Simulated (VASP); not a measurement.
# Rb2CdSe2O6 (R-3m) in VASP: single point with PBE

Aim: the single point of Rb2CdSe2O6 with PBE.

Program: VASP 6.6.1. These are calculated values, not measurements. Logs are shortened: lines on timing, memory, paths and dates and some standing lists are left out, and cuts for length are marked.

### 1 The structure

The structure is trigonal, space group R-3m (No. 166). Conventional cell: a = 5.746 Å, b = 5.746 Å, c = 19.655 Å, α = 90.00°, β = 90.00°, γ = 120.00°. Cd (site symmetry -3m) has 6 O at 2.33 Å as nearest neighbours. Around Rb (site symmetry 3m) lie 9 O at 2.96 to 3.12 Å. Around Se (site symmetry 3m) lie 3 O at 1.69 Å. O (site symmetry m) is surrounded by 1 Se at 1.69 Å.

### 2 Single point, PBE

The input, INCAR:

```
  PREC = Accurate
  ENCUT = 520
  EDIFF = 1E-6
  ISMEAR = -1
  SIGMA = 0.1
  LREAL = False
  LASPH = True
  NELM = 100
  ALGO = Fast
  ISIF = 2
  LWAVE = False
  LCHARG = False
  GGA = PE
  NBANDS = 50
```

The input, KPOINTS:

```
Automatic mesh
0
Gamma
  5 5 5
```

The input, POSCAR:

```
Rb2CdSe2O6
1.0
    5.7462710000      0.0000000000      0.0000000000
   -2.8731350000      4.9764210000      0.0000000000
   -2.8731350000      1.6588070000      6.5515760000
Cd Rb Se O
1 2 2 6
Direct
    0.0000000000      0.0000000000      0.0000000000
    0.8038000000      0.1962000000      0.4113000000
    0.1962000000      0.8038000000      0.5887000000
    0.6269500000      0.3730500000      0.8807500000
    0.3730500000      0.6269500000      0.1192500000
    0.7444100000      0.2555900000      0.7720300000
    0.7444100000      0.7167900000      0.7720300000
    0.2832100000      0.2555900000      0.7720300000
    0.2555900000      0.7444100000      0.2279700000
    0.7167900000      0.7444100000      0.2279700000
    0.2555900000      0.2832100000      0.2279700000
```

Potentials or basis: VASP PAW PBE potentials, release 64 (Cd, Rb_sv, Se, O).

Started as:

```bash
$ cat potpaw_PBE.64/Cd/POTCAR potpaw_PBE.64/Rb_sv/POTCAR potpaw_PBE.64/Se/POTCAR potpaw_PBE.64/O/POTCAR > POTCAR
$ mpirun -np 1 vasp_std > vasp.out
```

OUTCAR:

```text
PREC = Accurate
   ENCUT = 520
   EDIFF = 1E-6
   ISMEAR = -1
   LREAL = False
   LASPH = True
   NELM = 100
   ISIF = 2
   GGA = PE

 ion  position               nearest neighbor table
   1  0.000  0.000  0.000-   6 2.33   9 2.33   8 2.33  10 2.33   7 2.33  11 2.33   3 3.86   2 3.86
                             3 4.27   2 4.27   2 4.27   3 4.27   2 4.27   3 4.27
   2  0.804  0.196  0.411-   8 2.96   7 2.96   6 2.96  11 3.12  10 3.12   9 3.12   9 3.12  11 3.12
                            10 3.12   4 3.48   3 3.51   3 3.52   3 3.52   5 3.83   5 3.83   5 3.83
   3  0.196  0.804  0.589-  10 2.96  11 2.96   9 2.96   7 3.12   8 3.12   6 3.12   6 3.12   7 3.12
                             8 3.12   5 3.48   2 3.51   2 3.52   2 3.52   4 3.83   4 3.83   4 3.83
   4  0.627  0.373  0.881-   6 1.69   8 1.69   7 1.69   2 3.48   3 3.83   3 3.83   3 3.83
   5  0.373  0.627  0.119-   9 1.69  10 1.69  11 1.69   3 3.48   2 3.83   2 3.83   2 3.83
   6  0.744  0.256  0.772-   4 1.69   1 2.33   2 2.96   3 3.12   3 3.12
   7  0.744  0.717  0.772-   4 1.69   1 2.33   2 2.96   3 3.12   3 3.12
   8  0.283  0.256  0.772-   4 1.69   1 2.33   2 2.96   3 3.12   3 3.12
   9  0.256  0.744  0.228-   5 1.69   1 2.33   3 2.96   2 3.12   2 3.12
  10  0.717  0.744  0.228-   5 1.69   1 2.33   3 2.96   2 3.12   2 3.12
  11  0.256  0.283  0.228-   5 1.69   1 2.33   3 2.96   2 3.12   2 3.12

  LATTYP: Found a trigonal (rhomboedric) cell.
 ALAT       =     7.3436850924
 COS(alpha) =     0.6938637393

  Lattice vectors:

 A1 = (   0.0000000000,  -3.3176140000,   6.5515760000)
 A2 = (   2.8731360000,   1.6588070000,   6.5515760000)
 A3 = (  -2.8731350000,   1.6588070000,   6.5515760000)

Analysis of symmetry for initial positions (statically):
=====================================================================
 Subroutine PRICEL returns:
 Original cell was already a primitive cell.

 Routine SETGRP: Setting up the symmetry group for a
 trigonal (rhombohedral) supercell.

 Subroutine GETGRP returns: Found  4 space group operations
 (whereof  4 operations were pure point group operations)
 out of a pool of 12 trial point group operations.

The static configuration has the point symmetry C_2h.

Analysis of symmetry for dynamics (positions and initial velocities):
=====================================================================
 Subroutine PRICEL returns:
 Original cell was already a primitive cell.

 Routine SETGRP: Setting up the symmetry group for a
 trigonal (rhombohedral) supercell.

 Subroutine GETGRP returns: Found  4 space group operations
 (whereof  4 operations were pure point group operations)
 out of a pool of 12 trial point group operations.

The dynamic configuration has the point symmetry C_2h.

 Subroutine INISYM returns: Found  4 space group operations
 (whereof  4 operations are pure point group operations),
 and found     1 'primitive' translations

----------------------------------------------------------------------------------------

                                     Primitive cell

  volume of cell :     187.3480

  direct lattice vectors                    reciprocal lattice vectors
     5.746271000  0.000000000  0.000000000     0.174025903  0.100473797  0.050878335
    -2.873135000  4.976421000  0.000000000     0.000000000  0.200947629 -0.050878343
    -2.873135000  1.658807000  6.551576000     0.000000000  0.000000000  0.152635030

  length of vectors
     5.746271000  5.746274506  7.343683917     0.207288697  0.207288580  0.152635030

  position of ions in fractional coordinates (direct lattice)
     0.000000000  0.000000000  0.000000000
     0.803800000  0.196200000  0.411300000
     0.196200000  0.803800000  0.588700000
     0.626950000  0.373050000  0.880750000
     0.373050000  0.626950000  0.119250000
     0.744410000  0.255590000  0.772030000
     0.744410000  0.716790000  0.772030000
     0.283210000  0.255590000  0.772030000
     0.255590000  0.744410000  0.227970000
     0.716790000  0.744410000  0.227970000
     0.255590000  0.283210000  0.227970000

  ion indices of the primitive-cell ions
   primitive index   ion index
                 1           1
                 2           2
                 3           3
                 4           4
                 5           5
                 6           6
                 7           7
                 8           8
                 9           9
                10          10
                11          11

----------------------------------------------------------------------------------------

 KPOINTS: Automatic mesh

Automatic generation of k-mesh.
 Grid dimensions read from file:
 generate k-points for:    5    5    5

 Generating k-lattice:

  Cartesian coordinates                     Fractional coordinates (reciprocal lattice)
     0.034805181  0.020094759  0.010175667     0.200000000 -0.000000000  0.000000000
     0.000000000  0.040189526 -0.010175669     0.000000000  0.200000000  0.000000000
     0.000000000  0.000000000  0.030527006     0.000000000  0.000000000  0.200000000

  Length of vectors
     0.041457739  0.041457716  0.030527006

  Shift w.r.t. Gamma in fractional coordinates (k-lattice)
     0.000000000  0.000000000  0.000000000

 Subroutine IBZKPT returns following result:
 ===========================================

 Found     39 irreducible k-points:

 Following reciprocal coordinates:
            Coordinates               Weight
  0.000000  0.000000  0.000000      1.000000
  0.200000 -0.000000  0.000000      4.000000
  0.200000 -0.200000 -0.200000      2.000000
  0.400000 -0.000000 -0.000000      4.000000
  0.400000 -0.400000 -0.400000      2.000000
  0.200000  0.200000  0.000000      2.000000
[... 16 lines left out ...]
  0.400000 -0.000000  0.200000      4.000000
  0.400000 -0.400000  0.400000      2.000000
 [... further k-points ...]
   k-points           NKPTS =     39   k-points in BZ     NKDIM =     39   number of bands    NBANDS=     50
   number of dos      NEDOS =    301   number of ions     NIONS =     11
   total plane-waves  NPLWV = 129024
   dimension x,y,z NGX =    48 NGY =   48 NGZ =   56
   dimension x,y,z NGXF=    96 NGYF=   96 NGZF=  112
   ions per type =               1   2   2   6
   NGX,Y,Z   is equivalent  to a cutoff of  13.89, 13.89, 12.68 a.u.
   NGXF,Y,Z  is equivalent  to a cutoff of  27.77, 27.77, 25.35 a.u.
 SYSTEM =  unknown system
   PREC   = accura    normal or accurate (medium, high low for compatibility)
   ISTART =      0    job   : 0-new  1-cont  2-samecut
   ICHARG =      2    charge: 1-file 2-atom 10-const
   ISPIN  =      1    spin polarized calculation?
   LNONCOLLINEAR =      F non collinear calculations
   LSORBIT =      F    spin-orbit coupling
   LASPH  =      T    aspherical Exc in radial PAW
   ENCUT  =  520.0 eV  38.22 Ry    6.18 a.u.  10.68 10.68 13.65*2*pi/ulx,y,z
   NELM   =    100;   NELMIN=  2; NELMDL= -5     # of ELM steps
   EDIFF  = 0.1E-05   stopping-criterion for ELM
   LREAL  =      F    real-space projection
   EDIFFG = 0.1E-04   stopping-criterion for IOM
   NSW    =      0    number of steps for IOM
   IBRION =     -1    ionic relax: 0-MD 1-quasi-New 2-CG
   NFREE  =      0    steps in history (QN), initial steepest desc. (CG)
   ISIF   =      2    stress and relaxation
   ISYM   =      2    0-nonsym 1-usesym 2-fastsym
   POTIM  = 0.5000    time-step for ionic-motion
   TEBEG  =    0.0;   TEEND  =   0.0 temperature during run
   PSTRESS=    0.0 pullay stress
   NELECT =      78.0000    total number of electrons
   NUPDOWN=      -1.0000    fix difference up-down
   EMIN   =  10.00;   EMAX   =-10.00  energy-range for DOS
   EFERMI =   0.00;   METHOD = LEGACY
   ISMEAR =    -1;   SIGMA  =   0.10  broadening in eV -4-tet -1-fermi 0-gaus
   EFERMI_NEDOS =   21; number of points for ismear=-14 and -15
   IALGO  =     68    algorithm
   IMIX   =      4    mixing-type and parameters
     AMIX     =   0.40;   BMIX     =  1.00
     AMIX_MAG =   1.60;   BMIX_MAG =  1.00
  volume/ion in A,a.u.               =      17.03       114.94
  Fermi-wavevector in a.u.,A,eV,Ry     =   1.222428  2.310054 20.331604  1.494331
  Thomas-Fermi vector in A             =   2.357575
   LORBIT       =      0    0 simple, 1 ext, 2 COOP (PROOUT), +10 PAW based schemes
   GGA     = PE    functional components
   LHFCALC =     F    Hartree Fock is set to
   AEXX    =    0.0000 exact exchange contribution
   IVDW    =     0    specifies the selected vdW correction
   LEPSILON=     F    determine dielectric tensor
   LRPA    =     F    only Hartree local field effects (RPA)
 non-spin polarized calculation
 RMM-DIIS sequential band-by-band and
  energy-cutoff  :      520.00
  volume of cell :      187.35
 maximum number of plane-waves:      5089
 NGX is ok and might be reduce to    48
   NGX = 21   NGY = 21   NGZ = 27

 number of electron      77.9999992 magnetization

 Free energy of the ion-electron system (eV)
  ---------------------------------------------------
  ext. energy  EPLUGINS =         0.00000000
  ---------------------------------------------------
  free energy    TOTEN  =       -53.13959642 eV

  energy without entropy =      -53.13959642  energy(sigma->0) =      -53.13959642

 E-fermi :   2.7584     XC(G=0):  -9.3811

 val. band max:        0.6505205051   @ k =   0.4000   0.4000   0.0000
 cond. band min:       4.5116631059   @ k =   0.0000   0.0000   0.0000
 fundamental gap:      3.8611426008
 Fermi energy:         2.7583685573

 k-point     1 :       0.0000    0.0000    0.0000
  band No.  band energies     occupation
      1     -23.9841      2.00000
      2     -23.8136      2.00000
      3     -19.4806      2.00000
      4     -19.3145      2.00000
      5     -16.6156      2.00000
      6     -16.6142      2.00000
[... 42 lines left out ...]
     49       9.8245      0.00000
     50       9.9279      0.00000

 k-point     2 :       0.2000   -0.0000    0.0000
  band No.  band energies     occupation
      1     -23.9691      2.00000
      2     -23.8274      2.00000
      3     -19.4564      2.00000
      4     -19.3181      2.00000
      5     -16.6704      2.00000
      6     -16.6254      2.00000
[... 42 lines left out ...]
     49       9.5400      0.00000
     50       9.6852      0.00000

 k-point     3 :       0.2000   -0.2000   -0.2000
  band No.  band energies     occupation
      1     -23.9691      2.00000
      2     -23.8274      2.00000
      3     -19.4564      2.00000
      4     -19.3181      2.00000
      5     -16.6728      2.00000
      6     -16.6271      2.00000
[... 42 lines left out ...]
     49       9.5318      0.00000
     50       9.6644      0.00000

 k-point     4 :       0.4000   -0.0000   -0.0000
  band No.  band energies     occupation
      1     -23.9346      2.00000
      2     -23.8600      2.00000
      3     -19.4054      2.00000
      4     -19.3351      2.00000
      5     -16.7605      2.00000
      6     -16.6476      2.00000
[... 999 lines left out ...]
 k-point    23 :       0.4000   -0.0000    0.2000
  band No.  band energies     occupation
      1     -23.9343      2.00000
      2     -23.8601      2.00000
      3     -19.3999      2.00000
      4     -19.3421      2.00000
      5     -16.7620      2.00000
      6     -16.6458      2.00000
[... 42 lines left out ...]
     49       9.2319      0.00000
     50       9.2974      0.00000

 k-point    24 :       0.4000   -0.4000    0.4000
  band No.  band energies     occupation
      1     -23.9342      2.00000
      2     -23.8602      2.00000
      3     -19.4000      2.00000
      4     -19.3420      2.00000
      5     -16.7645      2.00000
      6     -16.6479      2.00000
[... 42 lines left out ...]
     49       9.2144      0.00000
     50       9.3201      0.00000

 [... further k-points ...]

------------------------ aborting loop because EDIFF is reached ----------------------------------------

  FORCE on cell =-STRESS in cart. coord.  units (eV):
  Direction    XX          YY          ZZ          XY          YZ          ZX
  --------------------------------------------------------------------------------------
  -------------------------------------------------------------------------------------
  Total        8.2787365      8.2617919      5.3519856     -0.0146861      0.0081016     -0.0140320
  in kB       70.7987587     70.6538505     45.7695368     -0.1255939      0.0692837     -0.1200002
  external PRESSURE =      62.4073820 kB  Pullay stress =       0.0000000 kB

 VOLUME and BASIS-vectors are now :
 -----------------------------------------------------------------------------
  energy-cutoff  :      520.00
  volume of cell :      187.35
      direct lattice vectors                 reciprocal lattice vectors
     5.746271000  0.000000000  0.000000000     0.174025903  0.100473797  0.050878335
    -2.873135000  4.976421000  0.000000000     0.000000000  0.200947629 -0.050878343
    -2.873135000  1.658807000  6.551576000     0.000000000  0.000000000  0.152635030

 POSITION                                       TOTAL-FORCE (eV/Angst)
 -----------------------------------------------------------------------------------
      0.00000      0.00000      0.00000         0.000000      0.000000     -0.000000
      2.87342      1.65864      2.69466        -0.000825      0.000476     -0.057849
     -2.87342      4.97659      3.85691         0.000825     -0.000476      0.057849
      0.00029      3.31745      5.77030        -0.011484      0.006631      1.678444
     -0.00029      3.31778      0.78128         0.011484     -0.006631     -1.678444
      1.32509      2.55257      5.05801         0.928642     -0.536152     -0.688061
      0.00000      4.84770      5.05801         0.000597      1.061755     -0.681507
     -1.32509      2.55257      5.05801        -0.919207     -0.531395     -0.681507
     -1.32509      4.08266      1.49356        -0.928642      0.536152      0.688061
      1.32509      4.08266      1.49356         0.919207      0.531395      0.681507
      0.00000      1.78753      1.49356        -0.000597     -1.061755      0.681507
 -----------------------------------------------------------------------------------
    total drift:                               -0.000000     -0.000000      0.000000

  FREE ENERGIE OF THE ION-ELECTRON SYSTEM (eV)
  ---------------------------------------------------
  free  energy   TOTEN  =       -53.1395964210 eV

  energy  without entropy=      -53.1395964168  energy(sigma->0) =      -53.13959642
```

Wall time 8.1 min (1 thread of Intel Xeon Platinum 8488C (Sapphire Rapids), shared host); peak memory 0.57 GiB.

Results:

```
Free energy            : -53.1396 eV
Pressure               : 6.2 GPa
Largest force          : 1.678 eV/Å
Band gap on the k mesh : 3.86 eV, indirect (least direct gap 4.11 eV)
```

Forces in eV/Å, atoms in the order of the input:
```
Cd   0.000  0.000  0.000
Rb  -0.001  0.000 -0.058
Rb   0.001  0.000  0.058
Se  -0.011  0.007  1.678
Se   0.011 -0.007 -1.678
O    0.929 -0.536 -0.688
O    0.001  1.062 -0.682
O   -0.919 -0.531 -0.682
O   -0.929  0.536  0.688
O    0.919  0.531  0.682
O   -0.001 -1.062  0.682
```

Caveat: an odd mesh through Γ misses points on the zone boundary, where band edges often lie; forces of over 1 eV/Å show positions far from the minimum, so gaps and moduli don't describe the material at rest.
